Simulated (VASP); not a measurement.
Data:

```
GaP
1.0
    0.00000     2.78578     2.78578
    2.78578     0.00000     2.78578
    2.78578     2.78578     0.00000
Ga P
1 1
Direct
  0.00000   0.00000   0.00000
  0.25000   0.25000   0.25000
```

Level of theory: vdW-DF2, VASP's PBE PAW potentials (set 64) (plane waves; VASP 6.6.1). Settings: 520 eV cut-off, 8×8×8 Γ-centred mesh, Gaussian smearing of 0.050 eV, potentials Ga_d P.

Q: Give the stress tensor in GPa (positive for a compressed cell).

A: 
```
2.07  0.00  0.00
0.00  2.07  0.00
0.00  0.00  2.07
```
The pressure is its mean diagonal, 2.07 GPa.

The compound is GaP in the zinc blende structure. This cell is one point of a volume scan, at 0.97 of the reference volume.
